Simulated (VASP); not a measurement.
OSZICAR of a VASP run on Ni3Al (L1_2):

**OSZICAR**
```
       N       E                     dE             d eps       ncg     rms          rms(c)
DAV:   1     0.195147463033E+03    0.19515E+03   -0.14881E+04  2840   0.220E+03
DAV:   2    -0.189456254902E+02   -0.21409E+03   -0.20703E+03  2804   0.382E+02
DAV:   3    -0.300323927043E+02   -0.11087E+02   -0.10198E+02  2960   0.117E+02
DAV:   4    -0.302617636397E+02   -0.22937E+00   -0.22710E+00  3244   0.157E+01
DAV:   5    -0.302687028149E+02   -0.69392E-02   -0.69365E-02  3496   0.252E+00    0.217E+01
DAV:   6    -0.300315984879E+02    0.23710E+00   -0.69245E+01  3136   0.142E+02    0.184E+01
DAV:   7    -0.258159200552E+02    0.42157E+01   -0.19149E+01  3080   0.753E+01    0.333E+00
DAV:   8    -0.257472650454E+02    0.68655E-01   -0.40325E-01  3156   0.612E+00    0.157E+00
DAV:   9    -0.257173799931E+02    0.29885E-01   -0.41124E-02  3764   0.296E+00    0.292E-01
DAV:  10    -0.257160285615E+02    0.13514E-02   -0.17295E-03  3180   0.433E-01    0.150E-01
DAV:  11    -0.257157952495E+02    0.23331E-03   -0.17080E-04  3616   0.136E-01    0.852E-02
DAV:  12    -0.257157923610E+02    0.28884E-05   -0.21363E-05  3100   0.569E-02    0.345E-02
DAV:  13    -0.257157923199E+02    0.41082E-07   -0.14787E-06  3488   0.166E-02    0.134E-02
DAV:  14    -0.257157919608E+02    0.35911E-06   -0.19680E-06  3228   0.123E-02    0.531E-03
DAV:  15    -0.257157919711E+02   -0.10329E-07   -0.17527E-07  1908   0.509E-03
   1 F= -.25715792E+02 E0= -.25715788E+02  d E =-.134044E-04  mag=     0.0188
```

Which electronic solver shows in the log?

It is blocked Davidson (ALGO = Normal, or the opening steps of other solvers). The INCAR had ALGO = Normal.

How was spin treated?

Collinear spin (ISPIN = 2): the summary line carries one mag value, 0.02 μB in the cell.

Can the final energy be trusted as converged?

The run converged. It stopped with EDIFF = 1E-7, NELM = 100 (LDA (Ceperley-Alder, Perdew-Zunger), plane waves, VASP's LDA PAW potentials (set 64)).

The compound is Ni3Al in the L1_2 structure. This cell is one point of a volume scan, at 0.94 of the reference volume.
